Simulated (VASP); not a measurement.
# Cs2B3N: changing the strain (εxx = s)

```
CELL_PARAMETERS angstrom
5.12857 0.00000 0.00000
-2.56428 4.44147 0.00000
0.00000 0.00000 5.91069
ATOMIC_POSITIONS crystal
Cs 0.66667 0.33333 0.50425
Cs 0.33333 0.66667 0.50425
B 0.00000 0.50000 0.01143
B 0.50000 0.00000 0.01143
B 0.50000 0.50000 0.01143
N 0.00000 0.00000 0.12721
```

The cell comes from a database or a generator and needn't be the stable form of this composition.

Kept alike: task single point; functional PBE; k mesh 5 × 5 × 4; occupations fermi-dirac, width 0.05 eV; no spin polarisation. Program: VASP, PBE PAW files B, Cs_sv, N, 520 eV. The mesh is that of the run's cell of 6 atoms. No spin-orbit coupling.

| s | free energy over the lowest row (meV/atom) |
| --- | --- |
| -0.04 | 7.76 |
| -0.02 | 2.15 |
| -0.01 | 0.67 |
| 0 | 0.00 |
| 0.01 | 0.09 |
| 0.02 | 0.88 |
| 0.04 | 4.32 |

The cell shown is the unstrained one; x, y and z are its Cartesian axes; atoms keep their fractions. For a metal such a mesh leaves the last digits unconverged.

The free energy is lowest at 0, and 7.76 meV an atom higher at -0.04.
